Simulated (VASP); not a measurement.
Here is the system:

```
CdHg3Se4
1.0
    6.12695     0.00000     0.00000
    0.00000     6.12695     0.00000
    0.00000     0.00000     6.12695
Hg Se Cd
3 4 1
Direct
  0.00000   0.00000   0.00000
  0.50000   0.50000   0.00000
  0.50000   0.00000   0.50000
  0.24884   0.25116   0.25116
  0.75116   0.74884   0.25116
  0.75116   0.25116   0.74884
  0.24884   0.74884   0.74884
  0.00000   0.50000   0.50000
```

All values below come from PBEsol GGA, VASP's PBE PAW potentials (set 64) (plane waves; VASP). Run with 400 eV cut-off, 6×6×6 Γ-centred mesh, tetrahedra with Blöchl corrections, potentials Hg Se Cd.

The cores are frozen, which limits the accuracy of field gradients.

Give the principal components of the electric field gradient (V/Å²) and the asymmetry η at each nucleus.

```tsv
atom	Vxx	Vyy	Vzz	η
Hg1	-4.0	-4.0	7.9	0.00
Hg2	-4.0	-4.0	7.9	0.00
Hg3	-4.0	-4.0	7.9	0.00
Se4	24.5	24.5	-48.9	0.00
Se5	24.5	24.5	-48.9	0.00
Se6	24.5	24.5	-48.9	0.00
Se7	24.5	24.5	-48.9	0.00
Cd8	0.0	0.0	0.0	-
```

The structure was generated: CdHg3Se4 was put into an ordered model structure (P-43m), which need not be its known phase. It was relaxed first.
